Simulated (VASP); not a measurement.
Input:

```xyz
1
Lattice="-1.6575 1.6575 2.5245 1.6575 -1.6575 2.5245 1.6575 1.6575 -2.5245" Properties=species:S:1:pos:R:3 pbc="T T T"
In     0.0000     0.0000     0.0000
```

All values below come from PBE GGA, VASP's PBE PAW potentials (set 64) (plane waves; VASP 6.6.1). Run with 400 eV cut-off, 12×12×12 Γ-centred mesh, first-order Methfessel-Paxton smearing of 0.10 eV, potentials In_d.

Unless said otherwise, spin-orbit coupling is left out, though it shifts the bands of the heavy elements here.

Task: Predict the energy per atom (σ→0), band gap (on the k-mesh) with the smallest direct gap where there is one.

Result: 
```
Item                                                        Result
------------------------  ----------------------------------------
band gap (on the k-mesh)  none (metal, semimetal or under 0.01 eV)
energy per atom (σ→0)                               -2.560 eV/atom
```

The absolute energy has meaning only against runs of the same code, potentials and settings.

The compound is In in the bct structure. The cell was not relaxed at this level.
